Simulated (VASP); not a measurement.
# EuZn3 (Pm-3m) in VASP: a series of runs

One crystal, EuZn3, is run at these levels: PBEsol; tasks: single point.

Everything below comes from runs of VASP 6.6.1. Logs are shortened: lines on timing, memory, paths and dates and some standing lists are left out, and cuts for length are marked.

## 1. The structure

It takes space group Pm-3m (No. 221, cubic). Conventional cell: a = 4.329 Å, b = 4.329 Å, c = 4.329 Å, α = 90.00°, β = 90.00°, γ = 90.00°. Around Eu (site symmetry m-3m) lie 12 Zn at 3.06 Å. Zn (site symmetry 4/mmm) has 4 Eu at 3.06 Å and 8 Zn at 3.06 Å as nearest neighbours.

The cell comes from a database or a generator and needn't be the stable form of this composition.

## 2. Single point, PBEsol, collinear spin, typed start

File INCAR:

```
ALGO = Fast
EDIFF = 1E-6
ENCUT = 520
GGA = PS
ISIF = 2
ISMEAR = 0
ISPIN = 2
LASPH = True
LCHARG = True
LELF = True
LMAXMIX = 6
LORBIT = 11
LREAL = False
LVHAR = True
LWAVE = False
MAGMOM = 7.41 0 0 0
NBANDS = 38
NELM = 150
PREC = Accurate
SIGMA = 0.05
```

File KPOINTS:

```
k-points
0
Gamma
  8 8 8
```

File POSCAR:

```
EuZn3
1.0
    4.3292672713      0.0000000000      0.0000000000
    0.0000000000      4.3292672713      0.0000000000
    0.0000000000      0.0000000000      4.3292672713
Eu Zn
1 3
Direct
    0.0000000000      0.0000000000      0.0000000000
    0.0000000000      0.5000000000      0.5000000000
    0.5000000000      0.5000000000      0.0000000000
    0.5000000000      0.0000000000      0.5000000000
```

Potentials or basis: VASP PAW PBE potentials, release 64 (Eu, Zn).

Launch:

```console
cat potpaw_PBE.64/Eu/POTCAR potpaw_PBE.64/Zn/POTCAR > POTCAR
mpirun -np 1 vasp_std > vasp.out
```

OUTCAR:

```text
EDIFF = 1E-6
   ENCUT = 520
   GGA = PS
   ISIF = 2
   ISMEAR = 0
   ISPIN = 2
   LASPH = True
   LORBIT = 11
   LREAL = False
   NELM = 150
   PREC = Accurate

 ion  position               nearest neighbor table
   1  0.000  0.000  0.000-   2 3.06   3 3.06   4 3.06   2 3.06   4 3.06   2 3.06   3 3.06   2 3.06
                             3 3.06   4 3.06   4 3.06   3 3.06
   2  0.000  0.500  0.500-   1 3.06   1 3.06   1 3.06   1 3.06
   3  0.500  0.500  0.000-   1 3.06   1 3.06   1 3.06   1 3.06
   4  0.500  0.000  0.500-   1 3.06   1 3.06   1 3.06   1 3.06

  LATTYP: Found a simple cubic cell.
 ALAT       =     4.3292672713

  Lattice vectors:

 A1 = (   4.3292672713,   0.0000000000,   0.0000000000)
 A2 = (   0.0000000000,   4.3292672713,   0.0000000000)
 A3 = (   0.0000000000,   0.0000000000,   4.3292672713)

Analysis of symmetry for initial positions (statically):
=====================================================================
 Subroutine PRICEL returns:
 Original cell was already a primitive cell.

 Routine SETGRP: Setting up the symmetry group for a
 simple cubic supercell.

 Subroutine GETGRP returns: Found 48 space group operations
 (whereof 48 operations were pure point group operations)
 out of a pool of 48 trial point group operations.

The static configuration has the point symmetry O_h .

Analysis of symmetry for dynamics (positions and initial velocities):
=====================================================================
 Subroutine PRICEL returns:
 Original cell was already a primitive cell.

 Routine SETGRP: Setting up the symmetry group for a
 simple cubic supercell.

 Subroutine GETGRP returns: Found 48 space group operations
 (whereof 48 operations were pure point group operations)
 out of a pool of 48 trial point group operations.

The dynamic configuration has the point symmetry O_h .

Analysis of structural, dynamic, and magnetic symmetry:
=====================================================================
 Subroutine PRICEL returns:
 Original cell was already a primitive cell.

 Routine SETGRP: Setting up the symmetry group for a
 simple cubic supercell.

 Subroutine GETGRP returns: Found 48 space group operations
 (whereof 48 operations were pure point group operations)
 out of a pool of 48 trial point group operations.

The overall configuration has the point symmetry O_h .

 Subroutine INISYM returns: Found 48 space group operations
 (whereof 48 operations are pure point group operations),
 and found     1 'primitive' translations

----------------------------------------------------------------------------------------

                                     Primitive cell

  volume of cell :      81.1415

  direct lattice vectors                    reciprocal lattice vectors
     4.329267271  0.000000000  0.000000000     0.230985970  0.000000000  0.000000000
     0.000000000  4.329267271  0.000000000     0.000000000  0.230985970  0.000000000
     0.000000000  0.000000000  4.329267271     0.000000000  0.000000000  0.230985970

  length of vectors
     4.329267271  4.329267271  4.329267271     0.230985970  0.230985970  0.230985970

  position of ions in fractional coordinates (direct lattice)
     0.000000000  0.000000000  0.000000000
     0.000000000  0.500000000  0.500000000
     0.500000000  0.500000000  0.000000000
     0.500000000  0.000000000  0.500000000

  ion indices of the primitive-cell ions
   primitive index   ion index
                 1           1
                 2           2
                 3           3
                 4           4

----------------------------------------------------------------------------------------

 KPOINTS: k-points

Automatic generation of k-mesh.
 Grid dimensions read from file:
 generate k-points for:    8    8    8

 Generating k-lattice:

  Cartesian coordinates                     Fractional coordinates (reciprocal lattice)
     0.028873246  0.000000000  0.000000000     0.125000000  0.000000000  0.000000000
     0.000000000  0.028873246  0.000000000     0.000000000  0.125000000  0.000000000
     0.000000000  0.000000000  0.028873246     0.000000000  0.000000000  0.125000000

  Length of vectors
     0.028873246  0.028873246  0.028873246

  Shift w.r.t. Gamma in fractional coordinates (k-lattice)
     0.000000000  0.000000000  0.000000000

 Subroutine IBZKPT returns following result:
 ===========================================

 Found     35 irreducible k-points:

 Following reciprocal coordinates:
            Coordinates               Weight
  0.000000  0.000000  0.000000      1.000000
  0.125000  0.000000  0.000000      6.000000
  0.250000  0.000000  0.000000      6.000000
  0.375000  0.000000  0.000000      6.000000
  0.500000  0.000000  0.000000      3.000000
  0.125000  0.125000  0.000000     12.000000
[... 16 lines left out ...]
  0.375000  0.375000  0.125000     24.000000
  0.500000  0.375000  0.125000     24.000000
 [... further k-points ...]
   k-points           NKPTS =     35   k-points in BZ     NKDIM =     35   number of bands    NBANDS=     38
   number of dos      NEDOS =    301   number of ions     NIONS =      4
   total plane-waves  NPLWV =  32768
   dimension x,y,z NGX =    32 NGY =   32 NGZ =   32
   dimension x,y,z NGXF=    64 NGYF=   64 NGZF=   64
   ions per type =               1   3
   NGX,Y,Z   is equivalent  to a cutoff of  12.29, 12.29, 12.29 a.u.
   NGXF,Y,Z  is equivalent  to a cutoff of  24.58, 24.58, 24.58 a.u.
 SYSTEM =  unknown system
   PREC   = accura    normal or accurate (medium, high low for compatibility)
   ISTART =      0    job   : 0-new  1-cont  2-samecut
   ICHARG =      2    charge: 1-file 2-atom 10-const
   ISPIN  =      2    spin polarized calculation?
   LNONCOLLINEAR =      F non collinear calculations
   LSORBIT =      F    spin-orbit coupling
   LASPH  =      T    aspherical Exc in radial PAW
   ENCUT  =  520.0 eV  38.22 Ry    6.18 a.u.   8.05  8.05  8.05*2*pi/ulx,y,z
   NELM   =    150;   NELMIN=  2; NELMDL= -5     # of ELM steps
   EDIFF  = 0.1E-05   stopping-criterion for ELM
   LREAL  =      F    real-space projection
   EDIFFG = 0.1E-04   stopping-criterion for IOM
   NSW    =      0    number of steps for IOM
   IBRION =     -1    ionic relax: 0-MD 1-quasi-New 2-CG
   NFREE  =      0    steps in history (QN), initial steepest desc. (CG)
   ISIF   =      2    stress and relaxation
   ISYM   =      2    0-nonsym 1-usesym 2-fastsym
   POTIM  = 0.5000    time-step for ionic-motion
   TEBEG  =    0.0;   TEEND  =   0.0 temperature during run
   PSTRESS=    0.0 pullay stress
   NELECT =      53.0000    total number of electrons
   NUPDOWN=      -1.0000    fix difference up-down
   EMIN   =  10.00;   EMAX   =-10.00  energy-range for DOS
   EFERMI =   0.00;   METHOD = LEGACY
   ISMEAR =     0;   SIGMA  =   0.05  broadening in eV -4-tet -1-fermi 0-gaus
   EFERMI_NEDOS =   21; number of points for ismear=-14 and -15
   IALGO  =     68    algorithm
   IMIX   =      4    mixing-type and parameters
     AMIX     =   0.40;   BMIX     =  1.00
     AMIX_MAG =   1.60;   BMIX_MAG =  1.00
  volume/ion in A,a.u.               =      20.29       136.89
  Fermi-wavevector in a.u.,A,eV,Ry     =   1.420427  2.684219 27.451307  2.017614
  Thomas-Fermi vector in A             =   2.541344
   LORBIT       =     11    0 simple, 1 ext, 2 COOP (PROOUT), +10 PAW based schemes
   GGA     = PS    functional components
   LHFCALC =     F    Hartree Fock is set to
   AEXX    =    0.0000 exact exchange contribution
   IVDW    =     0    specifies the selected vdW correction
   LEPSILON=     F    determine dielectric tensor
   LRPA    =     F    only Hartree local field effects (RPA)
 spin polarized calculation
 RMM-DIIS sequential band-by-band and
 Gauss-broadening in eV      SIGMA  =   0.05
  energy-cutoff  :      520.00
  volume of cell :       81.14
 maximum number of plane-waves:      2272
   NGX = 17   NGY = 17   NGZ = 17

 number of electron      53.0000038 magnetization       7.4933067

 Free energy of the ion-electron system (eV)
  ---------------------------------------------------
  ext. energy  EPLUGINS =         0.00000000
  ---------------------------------------------------
  free energy    TOTEN  =       -16.74357356 eV

  energy without entropy =      -16.73707391  energy(sigma->0) =      -16.74032373

 E-fermi :   2.2753     XC(G=0): -10.8637

 val. band max:        2.2694750716   @ k =   0.3750   0.0000   0.0000
 cond. band min:       2.2760241000   @ k =   0.3750   0.1250   0.0000
 fundamental gap:      0.0065490284
 Fermi energy:         2.2753426825

 spin component 1

 k-point     1 :       0.0000    0.0000    0.0000
  band No.  band energies     occupation
      1     -38.7842      1.00000
      2     -17.5371      1.00000
      3     -17.5371      1.00000
      4     -17.5371      1.00000
      5      -5.6605      1.00000
      6      -5.0107      1.00000
[... 30 lines left out ...]
     37       8.3514      0.00000
     38       8.5586      0.00000

 k-point     2 :       0.1250    0.0000    0.0000
  band No.  band energies     occupation
      1     -38.7837      1.00000
      2     -17.5570      1.00000
      3     -17.5363      1.00000
      4     -17.5363      1.00000
      5      -5.5083      1.00000
      6      -4.9891      1.00000
[... 30 lines left out ...]
     37       7.7708      0.00000
     38       8.8673      0.00000
[... 859 lines left out ...]
     37       8.0599      0.00000
     38       8.4211      0.00000

 k-point    24 :       0.5000    0.3750    0.1250
  band No.  band energies     occupation
      1     -38.7779      1.00000
      2     -17.6471      1.00000
      3     -17.6274      1.00000
      4     -17.5414      1.00000
      5      -4.8444      1.00000
      6      -4.8221      1.00000
[... 30 lines left out ...]
     37       8.0703      0.00000
     38       8.5259      0.00000

 [... further k-points ...]

 spin component 2

 k-point     1 :       0.0000    0.0000    0.0000
  band No.  band energies     occupation
      1     -35.7409      1.00000
      2     -15.2901      1.00000
      3     -15.2901      1.00000
      4     -15.2901      1.00000
      5      -5.3815      1.00000
      6      -4.9561      1.00000
[... 30 lines left out ...]
     37       9.3745      0.00000
     38       9.4265      0.00000

 k-point     2 :       0.1250    0.0000    0.0000
  band No.  band energies     occupation
      1     -35.7402      1.00000
      2     -15.3179      1.00000
      3     -15.2891      1.00000
      4     -15.2891      1.00000
      5      -5.2458      1.00000
      6      -4.9460      1.00000
[... 30 lines left out ...]
     37       8.2466      0.00000
     38       9.8755      0.00000
[... 859 lines left out ...]
     37       8.9333      0.00000
     38       9.0604      0.00000

 k-point    24 :       0.5000    0.3750    0.1250
  band No.  band energies     occupation
      1     -35.7323      1.00000
      2     -15.4385      1.00000
      3     -15.4118      1.00000
      4     -15.2968      1.00000
      5      -4.8205      1.00000
      6      -4.7915      1.00000
[... 30 lines left out ...]
     37       8.6579      0.00000
     38       9.8550      0.00000

 [... further k-points ...]

------------------------ aborting loop because EDIFF is reached ----------------------------------------

  FORCE on cell =-STRESS in cart. coord.  units (eV):
  Direction    XX          YY          ZZ          XY          YZ          ZX
  --------------------------------------------------------------------------------------
  -------------------------------------------------------------------------------------
  Total       -0.4685497     -0.4685497     -0.4685497     -0.0000000     -0.0000000      0.0000000
  in kB       -9.2517328     -9.2517328     -9.2517328     -0.0000000     -0.0000000      0.0000000
  external PRESSURE =      -9.2517328 kB  Pullay stress =       0.0000000 kB

 VOLUME and BASIS-vectors are now :
 -----------------------------------------------------------------------------
  energy-cutoff  :      520.00
  volume of cell :       81.14
      direct lattice vectors                 reciprocal lattice vectors
     4.329267271  0.000000000  0.000000000     0.230985970  0.000000000  0.000000000
     0.000000000  4.329267271  0.000000000     0.000000000  0.230985970  0.000000000
     0.000000000  0.000000000  4.329267271     0.000000000  0.000000000  0.230985970

 POSITION                                       TOTAL-FORCE (eV/Angst)
 -----------------------------------------------------------------------------------
      0.00000      0.00000      0.00000         0.000000      0.000000      0.000000
      0.00000      2.16463      2.16463         0.000000      0.000000      0.000000
      2.16463      2.16463      0.00000         0.000000      0.000000      0.000000
      2.16463      0.00000      2.16463         0.000000      0.000000      0.000000
 -----------------------------------------------------------------------------------
    total drift:                                0.000000     -0.000000     -0.000000

  FREE ENERGIE OF THE ION-ELECTRON SYSTEM (eV)
  ---------------------------------------------------
  free  energy   TOTEN  =       -16.7435735577 eV

  energy  without entropy=      -16.7370739065  energy(sigma->0) =      -16.74032373

 total charge

# of ion       s       p       d       f       tot
--------------------------------------------------
    1        2.051   5.708   0.487   6.506  14.752
    2        0.695   0.309   9.710   0.000  10.714
    3        0.695   0.309   9.710   0.000  10.714
    4        0.695   0.309   9.710   0.000  10.714
--------------------------------------------------
tot          4.136   6.635  29.618   6.506  46.894

 magnetization (x)

# of ion       s       p       d       f       tot
--------------------------------------------------
    1       -0.006  -0.071   0.179   6.481   6.582
    2       -0.013   0.056   0.006   0.000   0.049
    3       -0.013   0.056   0.006   0.000   0.049
    4       -0.013   0.056   0.006   0.000   0.049
--------------------------------------------------
tot         -0.045   0.097   0.196   6.481   6.730
```

Run time: 7.5 min. Hardware: 1 thread of Intel Xeon Platinum 8488C (Sapphire Rapids), shared host; peak memory 0.34 GiB.

What came out:

| Quantity | Value |
| --- | --- |
| Free energy | -16.7436 eV |
| Pressure | -0.9 GPa |
| Band gap on the k mesh | none (metal or under the smearing width) |
| Net moment | 7.49 μB per cell |
| Site moments | Eu +6.58; Zn +0.05 μB |
| Valence electrons inside the program's atomic spheres | Eu 14.75; Zn 10.71 |

Caveat: the PAW data sets were made with another functional, which shifts forces and pressure a little; spin-orbit coupling is left out, which moves the levels of the heavy elements; without U or exact exchange the open f shell lies at the Fermi level, which spoils levels, moments and volumes. The state reached can hang on the start; a lower one may exist.

(Continued in part 2 of 2.)
